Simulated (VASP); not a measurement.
Here is the system:

```yaml
crystal:
  lattice:
    - [0.00000, 1.88750, 1.88750]
    - [1.88750, 0.00000, 1.88750]
    - [1.88750, 1.88750, 0.00000]
  atoms:
    - { symbol: Al, position: [0.00000, 0.00000, 0.00000] }
```

Method: LDA (Ceperley-Alder, Perdew-Zunger), VASP's LDA PAW potentials (set 64) (plane waves; VASP). Settings: 500 eV cut-off, 17×17×17 Γ-centred mesh, first-order Methfessel-Paxton smearing of 0.10 eV, potentials Al.

Question: Predict the energy per atom (σ→0), pressure, band gap (on the k-mesh) with the smallest direct gap where there is one.

Answer: 
The band gap (on the k-mesh) is none (metal, semimetal or under 0.01 eV). The energy per atom (σ→0) is -4.068 eV/atom and the pressure is 19.84 GPa.

Total energies compare only between runs with the same potentials, cut-off and functional.

The compound is Al in the fcc structure. It was relaxed first under an external pressure of 20 GPa.
